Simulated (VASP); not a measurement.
# HfB2: formation energy of interstitial N, part 2 of 2

Wanted: what interstitial N costs in HfB2 and how the lattice relaxes round it. The start is a cell from a database of measured crystal structures.

VASP 6.6.1, plane waves and PAW; the level of theory is named at each step.

So far. Step 6 (Reference Hf): The run ended after 5 ionic steps, 0.039 eV below its first step, once forces and stress met EDIFFG = -0.02. Step 6 (Reference Hf): Energy at zero smearing: -125.57869 eV.

**7. Relaxing the defect (continued)**

Relaxation path:

```csv
step,energy less that of the first step (eV),largest force (eV/Å)
1,0.0000,10.9060
2,0.3176,10.6721
3,-2.1721,0.7018
4,-2.1726,0.6878
5,-2.3002,0.2818
6,-2.3225,0.2257
7,-2.3379,0.1633
8,-2.3382,0.2187
9,-2.3402,0.1410
10,-2.3405,0.0433
11,-2.3409,0.0244
```

The atoms that moved most (Å):

```csv
atom,dx,dy,dz,length
Hf1,0.000,0.000,-0.184,0.184
Hf2,0.000,0.000,0.184,0.184
B13,0.066,0.041,0.000,0.078
B34,-0.066,-0.041,0.000,0.078
B25,0.003,0.077,0.000,0.078
B22,-0.003,-0.077,0.000,0.078
B35,0.052,-0.030,0.000,0.060
B24,-0.052,0.030,0.000,0.060
```

The relaxed structure:

```
Hf B N
1.0
    -4.68108    2.70262    3.47064
     4.68108   -2.70262    3.47064
     4.68108    8.10787  -10.41191
Hf B N
12 24 1
Direct
  0.97351 0.97351 0.00000
  0.52649 0.52649 0.00000
  0.50116 0.00116 0.16744
  0.00116 0.50116 0.16744
  0.00004 0.00004 0.33433
  0.50295 0.50295 0.33433
  0.50000 0.00000 0.50000
  0.00000 0.50000 0.50000
  0.99705 0.99705 0.66567
  0.49996 0.49996 0.66567
  0.49884 0.99884 0.83256
  0.99884 0.49884 0.83256
  0.42426 0.59767 0.17398
  0.92148 0.09087 0.17078
  0.92647 0.58865 0.33837
  0.41896 0.08585 0.33494
  0.41643 0.58220 0.49954
  0.91780 0.08357 0.50046
  0.91135 0.57353 0.66163
  0.41415 0.08104 0.66506
  0.40913 0.57852 0.82922
  0.90233 0.07574 0.82602
  0.91560 0.58440 0.00000
  0.42220 0.07780 0.00000
  0.59767 0.42426 0.17398
  0.09087 0.92148 0.17078
  0.08585 0.41896 0.33494
  0.58865 0.92647 0.33837
  0.58220 0.41643 0.49954
  0.08357 0.91780 0.50046
  0.08104 0.41415 0.66506
  0.57353 0.91135 0.66163
  0.57852 0.40913 0.82922
  0.07574 0.90233 0.82602
  0.07780 0.42220 0.00000
  0.58440 0.91560 0.00000
  0.25000 0.25000 0.00000
```

This step gave:

```yaml
electronic_cycles: 74
electrons: 125
free_energy_toten: -971.5746 eV
energy_at_zero_smearing: -971.5745 eV
fermi_energy: 8.387 eV
```

Valence density in the ab plane at fractional z = 0.000, through the centre, with atoms of Hf and B and N within 0.45 Å of it. It is the smooth field of the valence electrons, not physical close to the nuclei.

Values in e/Å³, 10 rows by 16 columns, each cell a mean:
```
0.2 0.3 0.2 0.2 0.3 0.5 0.6 0.7 0.8 0.5 0.6 0.6 0.3 0.3 0.3 0.2
0.2 0.2 0.2 0.2 0.2 0.3 0.4 0.5 0.6 0.6 0.6 0.4 0.2 0.2 0.3 0.2
0.4 0.3 0.2 0.2 0.2 0.2 0.3 0.3 0.4 0.3 0.3 0.2 0.2 0.3 0.4 0.5
0.7 0.5 0.3 0.3 0.2 0.2 0.2 0.2 0.2 0.3 0.3 0.2 0.3 0.6 0.6 0.6
0.8 0.7 0.6 0.4 0.3 0.2 0.2 0.2 0.2 0.2 0.2 0.3 0.5 0.7 0.6 0.8
0.7 0.5 0.6 0.5 0.4 0.4 0.4 0.2 0.2 0.2 0.2 0.3 0.4 0.5 0.6 0.7
0.6 0.5 0.6 1.3 2.3 2.1 0.9 0.3 0.2 0.2 0.2 0.2 0.2 0.3 0.4 0.5
0.3 0.4 1.4 3.4 3.4 2.0 0.6 0.4 0.4 0.3 0.2 0.2 0.2 0.2 0.3 0.3
0.2 0.5 1.1 1.6 1.1 0.7 0.5 0.6 0.6 0.5 0.3 0.3 0.2 0.2 0.2 0.2
0.2 0.2 0.3 0.3 0.4 0.6 0.6 0.7 0.8 0.7 0.6 0.5 0.3 0.2 0.2 0.3
```
Columns run along a (6.4 Å), rows up along b (6.4 Å). Atoms in or near the plane, at fractional coordinates: Hf at (0.97, 0.97), Hf at (0.53, 0.53), B at (0.92, 0.58), B at (0.42, 0.08), B at (0.08, 0.42), B at (0.58, 0.92), N at (0.25, 0.25).

The run ended after 11 ionic steps, 2.341 eV below its first step, once the forces on the free atoms met EDIFFG = -0.03.

N hardly moves from its start, within the 8 symmetry operations kept, and its nearest atoms are 6 B and 2 Hf at 1.86 to 1.92 Å.

**8. Putting the energies together**

This step: point defect, SCAN; plane waves and PAW (VASP 6.6.1).

This step runs nothing: it gathers the runs above.

Numbers from this step:

- formation energy of the neutral defect: 8.452 eV
- host formation enthalpy: -1.063 eV/atom

Formation energy:

```csv
formation energy (eV),largest move (Å)
8.452,0.1839
```

E_f is E(defect cell) less E(perfect cell), corrected for the atoms exchanged with their references.

References, in eV an atom: N -9.244 (N2 molecule), B -7.460 (crystal R-3m) and Hf -62.789 (crystal P6_3/mmc). They were run at the supercell's cutoff and functional, without U, and count both elements from their own phases.

**9. Defect, other settings**

This step: SCAN; plane waves and PAW (Hf, B, N) (VASP 6.6.1).

The run is repeated with some settings moved, to see what they change.

Input file INCAR:

```
SYSTEM = Hf12B24N
PREC = Normal
ENCUT = 400
EDIFF = 1E-05
NELM = 120
ISMEAR = 1
SIGMA = 0.2
LREAL = Auto
ALGO = Normal
METAGGA = SCAN
LASPH = .TRUE.
NBANDS = 88
LORBIT = 11
LWAVE = .FALSE.
LCHARG = .FALSE.
KPAR = 4
ISYM = 0
```

Input file POSCAR:

```
Hf12B24N
1.0
   -4.6810809556      2.7026233499      3.4706352879
    4.6810809556     -2.7026233499      3.4706352879
    4.6810809558      8.1078700497    -10.4119058637
Hf B N
12 24 1
Direct
    0.9735090892      0.9735090892      0.0000000000
    0.5264909108      0.5264909108      0.0000000000
    0.5011559939      0.0011559939      0.1674373326
    0.0011559939      0.5011559939      0.1674373326
    0.0000438986      0.0000438986      0.3343298555
    0.5029456779      0.5029456779      0.3343298555
    0.5000000000      0.0000000000      0.5000000000
    0.0000000000      0.5000000000      0.5000000000
    0.9970543221      0.9970543221      0.6656701445
    0.4999561014      0.4999561014      0.6656701445
    0.4988440061      0.9988440061      0.8325626674
    0.9988440061      0.4988440061      0.8325626674
    0.4242644809      0.5976707667      0.1739784192
    0.9214807792      0.0908698334      0.1707835409
    0.9264702774      0.5886457119      0.3383719931
    0.4189566337      0.0858499192      0.3349355143
    0.4164250298      0.5821993344      0.4995414547
    0.9178006656      0.0835749702      0.5004585453
    0.9113542881      0.5735297226      0.6616280069
    0.4141500808      0.0810433663      0.6650644857
    0.4091301666      0.5785192208      0.8292164591
    0.9023292333      0.0757355191      0.8260215808
    0.9155966726      0.5844033274      0.0000000000
    0.4222007209      0.0777992791      0.0000000000
    0.5976707667      0.4242644809      0.1739784192
    0.0908698334      0.9214807792      0.1707835409
    0.0858499192      0.4189566337      0.3349355143
    0.5886457119      0.9264702774      0.3383719931
    0.5821993344      0.4164250298      0.4995414547
    0.0835749702      0.9178006656      0.5004585453
    0.0810433663      0.4141500808      0.6650644857
    0.5735297226      0.9113542881      0.6616280069
    0.5785192208      0.4091301666      0.8292164591
    0.0757355191      0.9023292333      0.8260215808
    0.0777992791      0.4222007209      0.0000000000
    0.5844033274      0.9155966726      0.0000000000
    0.2500000000      0.2500000000      0.0000000000
```

Input file KPOINTS:

```
Automatic mesh
0
Monkhorst-Pack
3 3 3
0 0 0
```

PAW data sets: Hf, B and N (PBE family, release 64).

Started as:

```bash
> mpirun -np 4 vasp_std
```

Run time: 2.7 min. Hardware: 4 MPI ranks of Intel Xeon 6975P-C (Granite Rapids), shared host; peak memory 1.6 GiB; 8.5 min of CPU time.

Settings moved on purpose: a k-mesh of 3×3×3 in place of 5×5×5. The run ended without an error; the comparison shows what it cost.

This is a single point on the relaxed geometry, 1.0 meV an atom from the last step of the relaxation.

**10. Results**

| Property | Result |
| --- | --- |
| formation energy at charge 0 | 8.452 eV |
| host formation enthalpy | -1.06 eV/atom |

**Reading.** Interstitial N costs 8.45 eV at the one site run, which need not be the lowest, with every exchanged atom at the energy of its element. N hardly moves from its start, within the 8 symmetry operations kept, and its nearest atoms are 6 B and 2 Hf at 1.86 to 1.92 Å. With metallic smearing the value can move by tenths of an eV with the k mesh. The supercell of 36 atoms is small, so interactions between images remain.

[Lines on the potential files, build, host, timing and source positions are cut from VASP's logs without a mark.]

[Logs are printed without paths, hosts, clocks, repeated set-up lines and the standing remarks that a program may print on its own settings, such as how far it seeks lower states.]

[Hosts, paths, dates, database ids (printed as entryN), source tags and the programs' standing remarks are cut or masked in the printed files.]

[In band tables of VASP the shares of atoms and orbitals are scaled to a sum of 1 inside the atoms' spheres.]

[Runs that stopped without an error message from VASP are left out.]
